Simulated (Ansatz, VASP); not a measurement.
# PdRu3: VASP beside Ansatz, part 2 of 2

One calculation is typed for both programs; each brings its own data sets and cutoff. How far apart do they land? The cell is invented: As first built, before any earlier steps moved the atoms (in the runner's words): it takes the TaRu structure with some of its atoms replaced by other elements, volume scaled by an estimate. It may not be a known or stable phase. The cell is taken from a series of VASP runs on this material, whose earlier steps may have relaxed, scaled or displaced it; both programs get it as it stands.

VASP 6.6.1 and Ansatz 0.2.0.

So far: Starting point; Ansatz: relaxation of cell and atoms, PBE; VASP: relaxation of cell and atoms, PBE.

### 3. VASP: relaxation of cell and atoms, PBE (continued)

Level of this step: PBE; plane waves and PAW (Pd, Ru_pv); invented cell (VASP).

Numbers of over 12 decimals in the logs are rounded to 6 here.

Parts of OUTCAR (step 3):

```text
ion  position               nearest neighbor table
   1  0.000  0.000  0.000-   3 2.66   4 2.66   3 2.66   3 2.66   3 2.66   4 2.66   4 2.66   4 2.66
                             2 3.07   2 3.07   2 3.07   2 3.07   2 3.07   2 3.07
   2  0.500  0.500  0.500-   3 2.66   4 2.66   4 2.66   4 2.66   4 2.66   3 2.66   3 2.66   3 2.66
                             1 3.07   1 3.07   1 3.07   1 3.07   1 3.07   1 3.07
   3  0.750  0.750  0.750-   1 2.66   2 2.66   2 2.66   2 2.66   2 2.66   1 2.66   1 2.66   1 2.66
                             4 3.07   4 3.07   4 3.07   4 3.07   4 3.07   4 3.07
   4  0.250  0.250  0.250-   1 2.66   2 2.66   1 2.66   1 2.66   1 2.66   2 2.66   2 2.66   2 2.66
                             3 3.07   3 3.07   3 3.07   3 3.07   3 3.07   3 3.07

  LATTYP: Found a face centered cubic cell.
 ALAT       =     6.1352721874

 Subroutine GETGRP returns: Found 48 space group operations
 (whereof 48 operations were pure point group operations)

The static configuration has the point symmetry O_h .

 Found     16 irreducible k-points:

   k-points           NKPTS =     16   k-points in BZ     NKDIM =     16   number of bands    NBANDS=     32

   dimension x,y,z NGX =    28 NGY =   28 NGZ =   28
   dimension x,y,z NGXF=    56 NGYF=   56 NGZF=   56

   ENCUT  =  400.0 eV  29.40 Ry    5.42 a.u.   7.07  7.07  7.07*2*pi/ulx,y,z

   NELECT =      52.0000    total number of electrons

 k-points in reciprocal lattice and weights: Automatic mesh
   0.00000000  0.00000000  0.00000000       0.005
   0.16666667  0.00000000  0.00000000       0.037
   0.33333333  0.00000000  0.00000000       0.037
   0.50000000  0.00000000  0.00000000       0.019
   0.16666667  0.16666667  0.00000000       0.028
   0.33333333  0.16666667  0.00000000       0.111
   0.50000000  0.16666667  0.00000000       0.111
  -0.33333333  0.16666667  0.00000000       0.111
  -0.16666667  0.16666667  0.00000000       0.056
[...]
-0.33333333  0.33333333  0.16666667       0.111
  -0.33333333  0.50000000  0.16666667       0.056

 average (electrostatic) potential at core
       1 -69.3839       2 -68.6057       3 -68.3130       4 -68.3130

 E-fermi :  11.5176

 k-point     1 :       0.0000    0.0000    0.0000
  band No.  band energies     occupation
    ...
     19       8.6939      2.00000
     20       8.6939      2.00000
     21       8.6939      2.00000
     22      10.5148      2.00000
     23      10.5148      2.00000
     24      11.6489      0.13490
     25      11.6489      0.13490
     26      12.1096      0.00001
     27      12.1096      0.00001
     28      12.8141      0.00000
    ...

 k-point     2 :       0.1667    0.0000    0.0000
  band No.  band energies     occupation
    ...
     21       9.0823      2.00000
     22      10.5213      2.00000
     23      10.5213      2.00000
     24      11.5724      0.50094
     25      11.5724      0.50094
     26      11.6688      0.09272
     27      11.9483      0.00036
     28      11.9483      0.00036
     29      12.6402      0.00000
     30      12.6402      0.00000
    ...

 k-point     3 :       0.3333    0.0000    0.0000
  band No.  band energies     occupation
    ...
     22      10.5128      2.00000
     23      10.6381      2.00000
     24      10.6381      2.00000
     25      11.4208      1.74748
     26      11.4208      1.74747
     27      11.6163      0.24366
     28      11.6163      0.24366
     29      12.2666      0.00000
     30      12.2666      0.00000
     31      15.3380      0.00000
    ...

  Total        0.0010141      0.0010141      0.0010141     -0.0000000      0.0000000     -0.0000000
  in kB        0.0280970      0.0280970      0.0280970     -0.0000000      0.0000000     -0.0000000
  external PRESSURE =       0.0280970 kB  Pullay stress =       0.0000000 kB

  energy-cutoff  :      400.00
  volume of cell :       57.83
      direct lattice vectors                 reciprocal lattice vectors
     0.000000000  3.069308336  3.069308336    -0.162903151  0.162903151  0.162903151
     3.069308336 -0.000000000  3.069308336     0.162903151 -0.162903151  0.162903151
     3.069308336  3.069308336 -0.000000000     0.162903151  0.162903151 -0.162903151

 POSITION                                       TOTAL-FORCE (eV/Angst)
 -----------------------------------------------------------------------------------
      0.00000     -0.00000      0.00000        -0.000000     -0.000000     -0.000000
      3.06931      3.06931      3.06931        -0.000000     -0.000000     -0.000000
      4.60396      4.60396      4.60396        -0.000000     -0.000000      0.000000
      1.53465      1.53465      1.53465         0.000000      0.000000     -0.000000
 -----------------------------------------------------------------------------------
    total drift:                                0.000000      0.000000      0.000000

  FREE ENERGIE OF THE ION-ELECTRON SYSTEM (eV)
  ---------------------------------------------------
  free  energy   TOTEN  =       -30.6383496763 eV

  energy  without entropy=      -30.5424770861  energy(sigma->0) =      -30.59041338

 reached required accuracy - stopping structural energy minimisation

 total charge
# of ion       s       p       d       tot
------------------------------------------
    1        0.545   0.617   8.512   9.673
    2        0.385   6.266   5.868  12.519
    3        0.359   6.241   5.923  12.523
    4        0.359   6.241   5.923  12.523
--------------------------------------------------
tot          1.647  19.365  26.226  47.238

[... 3 further parts left out ...]
```

CONTCAR:

```
PdRu3
   1.00000000000000
     0.0000000000000000    3.0693083363013423    3.0693083363013423
     3.0693083363013423   -0.0000000000000000    3.0693083363013423
     3.0693083363013423    3.0693083363013423   -0.0000000000000000
  Pd              Ru
     1     3
Direct
     0.0000000000000000    0.0000000000000000    0.0000000000000000
     0.5000000000000000    0.5000000000000000    0.5000000000000000
     0.7500000000000000    0.7500000000000000    0.7500000000000000
     0.2500000000000000    0.2500000000000000    0.2500000000000000
```

The run keeps the 48 symmetry operations of its start, so it cannot find a distortion of lower symmetry.

### 4. Differences

Known differences besides the potentials themselves: both relaxations stop at a tolerance, which leaves soft axes loose, and VASP keeps its plane-wave basis; the data sets hold 66 valence electrons in Ansatz (default PAW (the set named soft_2) files) and 52 in VASP; the cutoff is 420 eV in Ansatz and 400 eV in VASP; VASP leaves aspherical gradient terms in its spheres out (LASPH is not set), Ansatz keeps them; Ansatz adds a Pulay correction to the stress that steers its cell, VASP none. Total energies have different zeros and are not compared.

The two programs side by side:

```tsv
quantity	Ansatz	VASP	difference
volume (Å³)	58.05	57.83	+0.39 %
edge a after relaxation, in the typed setting (Å)	4.346	4.341	+0.13 %
```

The walks stopped with -0.02 GPa left in Ansatz and 0.00 GPa in VASP; each walk ends within a tolerance, so the volume difference is uncertain by about these residues over the bulk modulus, most in soft cells.

### 5. Results

```
difference in volume (relaxation of cell and atoms, PBE) : 0.39 %
```

In words: The difference in volume is 0.39 % (relaxation of cell and atoms, PBE), within the 1.2 % picked in this series as the mark of a large difference, as far as the stopping tolerances let one tell. Such differences can come from data sets, numerical settings and the points named under the comparisons, not from the functional's error against experiment.

[Lines on the potential files, build, host, timing and source positions are cut from VASP's logs without a mark.]

[Logs are printed without paths, hosts, clocks, repeated set-up lines and the standing remarks that a program may print on its own settings, such as how far it seeks lower states.]

[Hosts, paths, dates, database ids (printed as entryN), source tags and the programs' standing remarks are cut or masked in the printed files.]
